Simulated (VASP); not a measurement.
# Y3Ge and the effect of the dispersion correction

The cell as given:

Symmetry: I4/mmm, No. 139, tetragonal system. The conventional cell has a = 4.531 Å, b = 4.531 Å, c = 10.394 Å, α = 90.00°, β = 90.00°, γ = 90.00°. Y (site symmetry 4/mmm) is surrounded by 4 Ge at 3.20 Å and 8 Y at 3.45 Å. Around Y (site symmetry -4m2) lie 8 Y at 3.20 to 3.45 Å and 4 Ge at 3.45 Å. Around Ge (site symmetry 4/mmm) lie 12 Y at 3.20 to 3.45 Å.

The cell comes from a database or a generator and needn't be the stable form of this composition.

Kept alike: task relaxation of cell and atoms; functional BLYP; k mesh 6 × 6 × 6; occupations fermi-dirac, width 0.05 eV; no spin polarisation. Program: VASP, PBE PAW files Ge_d, Y_sv, 600 eV. The mesh is that of the run's cell of 4 atoms. No spin-orbit coupling.

```csv
dispersion correction,volume (Å³/atom)
D3(zero),25.541
D3(BJ),24.715
D4,26.112
none,27.782
```

The relaxations keep at least the cell's symmetry (I4/mmm). For a metal such a mesh leaves the last digits unconverged. Relaxations stop with a little pressure left, so the last digits of a volume or edge aren't settled. All rows use potentials made for PBE.

What does the dispersion correction change here?

The volume runs from 24.715 (D3(BJ)) to 27.782 Å³/atom (none). Against no correction: D3(zero) -8.1 %; D3(BJ) -11.0 %; D4 -6.0 %. Dispersion terms mostly attract and so lower the volume; the schemes' coefficients and damping set how far.
